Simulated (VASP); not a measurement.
# Bi2Se3 (relaxed from the layer:Bi2Te3 structure): computed properties

The numbers are results of PBEsol GGA, VASP's PBE PAW potentials (set 64) (plane waves; VASP), not measurements.

- space group: P-3m1 (164)
- cell: a = b = 4.1036 Å, c = 22.9270 Å, α = β = 90.00°, γ = 120.00°
- band gap (over mesh and band path): 0.85 eV
- smallest direct gap (over mesh and band path): 1.24 eV
- band-edge character without spin-orbit coupling: indirect, Γ-M at 0.41 to Γ
- band gap with spin-orbit coupling: 0.46 eV

```xyz
5
Lattice="4.1036 0.0000 0.0000 -2.0518 3.5539 0.0000 0.0000 0.0000 22.9270" Properties=species:S:1:pos:R:3 pbc="T T T"
Bi     0.0000     2.3692     9.5422
Bi     0.0000     0.0000    13.3848
Se    -2.0518     3.5539     7.9724
Se     2.0518     1.1846    11.4635
Se     0.0000     2.3692    14.9546
```

The cell holds vacuum, so volume and density refer to the whole cell.  The cell holds a wide vacuum, so values per volume refer to the whole cell. Unless said otherwise, spin-orbit coupling is left out, though it shifts the bands of the heavy elements here.

The cell is a sheet with vacuum, built from a generated structure.
